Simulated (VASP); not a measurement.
These are PW91 GGA, VASP's PBE PAW potentials (set 64) (plane waves; VASP) values and carry that method's errors.

VASP ran on this input.

### INCAR
```
SYSTEM = ZrC
PREC = Accurate
ENCUT = 520
EDIFF = 1E-6
NELM = 100
ALGO = Normal
LREAL = .FALSE.
LASPH = .TRUE.
ISMEAR = 1
SIGMA = 0.1
GGA = 91
LMAXMIX = 4
LWAVE = .FALSE.
LCHARG = .FALSE.
IBRION = 2
ISIF = 3
NSW = 60
EDIFFG = -0.01
```

POSCAR:
```
ZrC
1
    0.0000000000     2.3500000000     2.3500000000
    2.3500000000     0.0000000000     2.3500000000
    2.3500000000     2.3500000000     0.0000000000
Zr C
1 1
Direct
  0.0000000000   0.0000000000   0.0000000000
  0.5000000000   0.5000000000   0.5000000000
```

KPOINTS:
```
Automatic mesh
0
Gamma
12 12 12
0 0 0
```

POTCAR, in this order: Zr_sv C (PBE.64 set). Program: vasp_std.

Output

OUTCAR:
```
 ion  position               nearest neighbor table
   1  0.000  0.000  0.000-   2 2.35   2 2.35   2 2.35   2 2.35   2 2.35   2 2.35
   2  0.500  0.500  0.500-   1 2.35   1 2.35   1 2.35   1 2.35   1 2.35   1 2.35
  LATTYP: Found a face centered cubic cell.
 ALAT       =     4.7000000000
 Subroutine PRICEL returns:
 Original cell was already a primitive cell.
 Subroutine GETGRP returns: Found 48 space group operations
The static configuration has the point symmetry O_h .
The dynamic configuration has the point symmetry O_h .
 Subroutine INISYM returns: Found 48 space group operations
 Subroutine IBZKPT returns following result:
 Found     72 irreducible k-points:

 Following reciprocal coordinates:
            Coordinates               Weight
  0.000000  0.000000  0.000000      1.000000
  0.083333  0.000000  0.000000      8.000000
  0.166667  0.000000  0.000000      8.000000
  0.250000  0.000000  0.000000      8.000000
  0.333333  0.000000  0.000000      8.000000
  0.416667  0.000000  0.000000      8.000000
  0.500000  0.000000  0.000000      4.000000
  0.083333  0.083333  0.000000      6.000000
  0.166667  0.083333  0.000000     24.000000
  0.250000  0.083333  0.000000     24.000000
  0.333333  0.083333  0.000000     24.000000
  0.416667  0.083333  0.000000     24.000000
  0.500000  0.083333  0.000000     24.000000
 -0.416667  0.083333  0.000000     24.000000
 -0.333333  0.083333  0.000000     24.000000
 -0.250000  0.083333  0.000000     24.000000
 -0.166667  0.083333  0.000000     24.000000
 -0.083333  0.083333  0.000000     12.000000
  0.166667  0.166667  0.000000      6.000000
  0.250000  0.166667  0.000000     24.000000
  0.333333  0.166667  0.000000     24.000000
  0.416667  0.166667  0.000000     24.000000
  0.500000  0.166667  0.000000     24.000000
 -0.416667  0.166667  0.000000     24.000000
 -0.333333  0.166667  0.000000     24.000000
 -0.250000  0.166667  0.000000     24.000000
 -0.166667  0.166667  0.000000     12.000000
  0.250000  0.250000  0.000000      6.000000
  0.333333  0.250000  0.000000     24.000000
  0.416667  0.250000  0.000000     24.000000
  0.500000  0.250000  0.000000     24.000000
 -0.416667  0.250000  0.000000     24.000000
 -0.333333  0.250000  0.000000     24.000000
 -0.250000  0.250000  0.000000     12.000000
  0.333333  0.333333  0.000000      6.000000
  0.416667  0.333333  0.000000     24.000000
  0.500000  0.333333  0.000000     24.000000
 -0.416667  0.333333  0.000000     24.000000
 -0.333333  0.333333  0.000000     12.000000
  0.416667  0.416667  0.000000      6.000000
   k-points           NKPTS =     72   k-points in BZ     NKDIM =     72   number of bands    NBANDS=     12
   number of dos      NEDOS =    301   number of ions     NIONS =      2
   total plane-waves  NPLWV =  21952
   dimension x,y,z NGX =    28 NGY =   28 NGZ =   28
   dimension x,y,z NGXF=    56 NGYF=   56 NGZF=   56
   ions per type =               1   1
   PREC   = accura    normal or accurate (medium, high low for compatibility)
   ISTART =      0    job   : 0-new  1-cont  2-samecut
   ICHARG =      2    charge: 1-file 2-atom 10-const
   ISPIN  =      1    spin polarized calculation?
   LNONCOLLINEAR =      F non collinear calculations
   LSORBIT =      F    spin-orbit coupling
   INIWAV =      1    electr: 0-lowe 1-rand  2-diag
   ENCUT  =  520.0 eV  38.22 Ry    6.18 a.u.   6.18  6.18  6.18*2*pi/ulx,y,z
   NELM   =    100;   NELMIN=  2; NELMDL= -5     # of ELM steps
   EDIFF  = 0.1E-05   stopping-criterion for ELM
   LREAL  =      F    real-space projection
   NLSPLINE    = F    spline interpolate recip. space projectors
   LMAXMIX     =    4 max onsite mixed and CHGCAR
...
```

### OSZICAR
```
       N       E                     dE             d eps       ncg     rms          rms(c)
DAV:   1     0.111712259761E+03    0.11171E+03   -0.90288E+03  1728   0.135E+03
DAV:   2    -0.170380323174E+02   -0.12875E+03   -0.12125E+03  2024   0.335E+02
DAV:   3    -0.228624465027E+02   -0.58244E+01   -0.56921E+01  2540   0.645E+01
DAV:   4    -0.230743883972E+02   -0.21194E+00   -0.21183E+00  2244   0.116E+01
DAV:   5    -0.230801205453E+02   -0.57321E-02   -0.57319E-02  2484   0.161E+00    0.213E+01
DAV:   6    -0.196347795059E+02    0.34453E+01   -0.17332E+01  1932   0.290E+01    0.806E+00
DAV:   7    -0.194920455414E+02    0.14273E+00   -0.83078E-01  1996   0.734E+00    0.593E+00
DAV:   8    -0.194842249661E+02    0.78206E-02   -0.14491E-01  1864   0.351E+00    0.145E+00
DAV:   9    -0.194799456430E+02    0.42793E-02   -0.31697E-02  2152   0.121E+00    0.475E-01
DAV:  10    -0.194802584449E+02   -0.31280E-03   -0.20411E-03  1984   0.575E-01    0.361E-01
DAV:  11    -0.194800778581E+02    0.18059E-03   -0.67933E-04  1916   0.214E-01    0.179E-02
DAV:  12    -0.194800760086E+02    0.18494E-05   -0.12314E-05  2664   0.384E-02    0.118E-02
DAV:  13    -0.194800755769E+02    0.43172E-06   -0.29652E-07  1124   0.593E-03
   1 F= -.19480076E+02 E0= -.19479957E+02  d E =-.194801E+02
       N       E                     dE             d eps       ncg     rms          rms(c)
DAV:   1    -0.195285166204E+02   -0.48441E-01   -0.18132E+00  1760   0.157E+01    0.285E+00
DAV:   2    -0.194852562530E+02    0.43260E-01   -0.12833E-01  1756   0.442E+00    0.865E-01
DAV:   3    -0.194757354250E+02    0.95208E-02   -0.41984E-02  2380   0.175E+00    0.268E-01
DAV:   4    -0.194767256239E+02   -0.99020E-03   -0.19349E-03  2676   0.354E-01    0.234E-01
DAV:   5    -0.194775358467E+02   -0.81022E-03   -0.58692E-04  2792   0.153E-01    0.512E-02
DAV:   6    -0.194776882774E+02   -0.15243E-03   -0.35609E-04  2716   0.130E-01    0.223E-02
DAV:   7    -0.194776910138E+02   -0.27365E-05   -0.62040E-06  2048   0.313E-02    0.664E-03
DAV:   8    -0.194776904910E+02    0.52279E-06   -0.98601E-07  1196   0.110E-02
   2 F= -.19477690E+02 E0= -.19477607E+02  d E =0.238509E-02
       N       E                     dE             d eps       ncg     rms          rms(c)
DAV:   1    -0.195018569735E+02   -0.24166E-01   -0.71139E-01  1756   0.976E+00    0.181E+00
DAV:   2    -0.194841116520E+02    0.17745E-01   -0.45679E-02  1748   0.267E+00    0.534E-01
DAV:   3    -0.194806490486E+02    0.34626E-02   -0.18082E-02  2476   0.115E+00    0.197E-01
DAV:   4    -0.194810821056E+02   -0.43306E-03   -0.55446E-04  2564   0.192E-01    0.144E-01
DAV:   5    -0.194814821749E+02   -0.40007E-03   -0.57665E-04  2744   0.138E-01    0.197E-02
DAV:   6    -0.194814935145E+02   -0.11340E-04   -0.34842E-05  2584   0.540E-02    0.157E-02
DAV:   7    -0.194814957430E+02   -0.22285E-05   -0.19083E-06  1804   0.173E-02    0.694E-03
DAV:   8    -0.194814965308E+02   -0.78783E-06   -0.82597E-07   972   0.104E-02
   3 F= -.19481497E+02 E0= -.19481391E+02  d E =-.142095E-02
```

### OUTCAR
```
------------------------ aborting loop because EDIFF is reached ----------------------------------------
  FORCE on cell =-STRESS in cart. coord.  units (eV):
  Direction    XX          YY          ZZ          XY          YZ          ZX
  --------------------------------------------------------------------------------------
  Total       -0.0011976     -0.0011976     -0.0011976      0.0000000      0.0000000      0.0000000
  in kB       -0.0732739     -0.0732739     -0.0732739      0.0000000      0.0000000      0.0000000
  external PRESSURE =      -0.0732739 kB  Pullay stress =       0.0000000 kB
  volume of cell :       26.19
      direct lattice vectors                 reciprocal lattice vectors
     0.000000000  2.356937745  2.356937745    -0.212139672  0.212139672  0.212139672
     2.356937745  0.000000000  2.356937745     0.212139672 -0.212139672  0.212139672
     2.356937745  2.356937745  0.000000000     0.212139672  0.212139672 -0.212139672
 POSITION                                       TOTAL-FORCE (eV/Angst)
 -----------------------------------------------------------------------------------
      0.00000      0.00000      0.00000        -0.000000      0.000000      0.000000
      2.35694      2.35694      2.35694         0.000000     -0.000000     -0.000000
 -----------------------------------------------------------------------------------
    total drift:                                0.000000      0.000000      0.000000
  FREE ENERGIE OF THE ION-ELECTRON SYSTEM (eV)
  ---------------------------------------------------
  free  energy   TOTEN  =       -19.4814965308 eV

  energy  without entropy=      -19.4811810560  energy(sigma->0) =      -19.48139137

 reached required accuracy - stopping structural energy minimisation
```
(Selected blocks of OUTCAR.)

### CONTCAR
```
ZrC
   1.00000000000000
     0.0000000000000000    2.3569377453284379    2.3569377453284379
     2.3569377453284379    0.0000000000000000    2.3569377453284379
     2.3569377453284379    2.3569377453284379    0.0000000000000000
  Zr              C
     1     1
Direct
     0.0000000000000000    0.0000000000000000    0.0000000000000000
     0.5000000000000000    0.5000000000000000    0.5000000000000000
```

The compound is ZrC in the rock salt structure. This run relaxes it. Symmetry was kept, so distortions that lower it aren't found.
